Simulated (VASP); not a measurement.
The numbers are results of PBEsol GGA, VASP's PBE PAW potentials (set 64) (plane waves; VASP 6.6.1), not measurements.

The input files of a VASP run:

File POSCAR:
```
HfO
1
   -0.0000000000     2.4440373685     2.4440373685
    2.4440373685     0.0000000000     2.4440373685
    2.4440373685     2.4440373685    -0.0000000000
Hf O
1 1
Direct
  0.0000000000   0.0000000000   0.0000000000
  0.2500000000   0.2500000000   0.2500000000
```

**INCAR**
```
# general
SYSTEM  = HfO
PREC    = Accurate
ENCUT   = 520   # plane-wave cut-off (eV)
LREAL   = F
LASPH   = T

# electronic loop
EDIFF   = 1E-7
NELM    = 100
ALGO    = Normal   # blocked Davidson
LMAXMIX = 6   # l cut-off of mixed one-centre charges

# smearing
ISMEAR  = -5

# functional
GGA     = PS

# ions
ISIF    = 2   # forces and stress, cell fixed

# output
LWAVE   = F
LCHARG  = T
LORBIT  = 11
NEDOS   = 601   # DOS grid
```

### KPOINTS
```
K-points
0
G
14 14 14
0 0 0
```

POTCAR, in this order: Hf_pv O (PBE.64 set). Program: vasp_std.

For a metal the tetrahedron method with Blöchl corrections gives inexact stress and forces. Unless said otherwise, spin-orbit coupling is left out, though it shifts the bands of the heavy elements here.

Task: Predict the energy per atom (σ→0), band gap (on the k-mesh).

Result: 
The energy per atom (σ→0) is -10.107 eV/atom and the band gap (on the k-mesh) is none (metal, semimetal or under 0.01 eV).

### OSZICAR
```
...
DAV:  10    -0.202135464579E+02   -0.25327E-04   -0.95172E-04  3320   0.293E-01    0.126E-01
DAV:  11    -0.202135393822E+02    0.70757E-05   -0.58505E-05  2780   0.729E-02    0.429E-02
DAV:  12    -0.202135412910E+02   -0.19088E-05   -0.34105E-06  3152   0.198E-02    0.993E-03
DAV:  13    -0.202135415501E+02   -0.25909E-06   -0.82460E-08  2028   0.322E-03    0.141E-03
DAV:  14    -0.202135416628E+02   -0.11264E-06   -0.49942E-08  1784   0.195E-03    0.110E-03
DAV:  15    -0.202135415438E+02    0.11892E-06   -0.11480E-08  1584   0.106E-03    0.146E-04
DAV:  16    -0.202135415344E+02    0.94526E-08   -0.23032E-09  1512   0.400E-04
   1 F= -.20213542E+02 E0= -.20213542E+02  d E =0.000000E+00
```

The structure was generated: HfO was put into the zinc blende type (F-43m), which need not be its known phase. It was relaxed first, which changed the volume by -32 %.
